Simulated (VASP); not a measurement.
Here is the system:

```xyz
8
Lattice="5.2550 0.0000 0.0000 0.0000 5.2550 0.0000 0.0000 0.0000 5.2550" Properties=species:S:1:pos:R:3 pbc="T T T"
Be     5.2013     5.2013     5.2013
Be     2.6812     2.6812     5.2013
Be     2.6812     5.2013     2.6812
Be     5.2013     2.6812     2.6812
Te     1.3137     1.3137     1.3137
Se     3.9412     3.9412     1.3137
Se     3.9412     1.3137     3.9412
Se     1.3137     3.9412     3.9412
```

These are PBEsol GGA, VASP's PBE PAW potentials (set 64) (plane waves; VASP 6.6.1) values and carry that method's errors. Numerical set-up: 400 eV cut-off, 5×5×5 Γ-centred mesh, tetrahedra with Blöchl corrections, potentials Be Te Se.

Unless said otherwise, spin-orbit coupling is left out, though it shifts the bands of the heavy elements here.

Q: Predict the energy per atom (σ→0), band gap (on the k-mesh) with the smallest direct gap where there is one.

A: 
```yaml
band gap (on the k-mesh): 1.85 eV
smallest direct gap (on the k-mesh): 1.85 eV
energy per atom (σ→0): -4.540 eV/atom
```

The absolute energy has meaning only against runs of the same code, potentials and settings.

The structure was generated: Be4Se3Te was put into an ordered model structure (P-43m), which need not be its known phase. It was relaxed first.
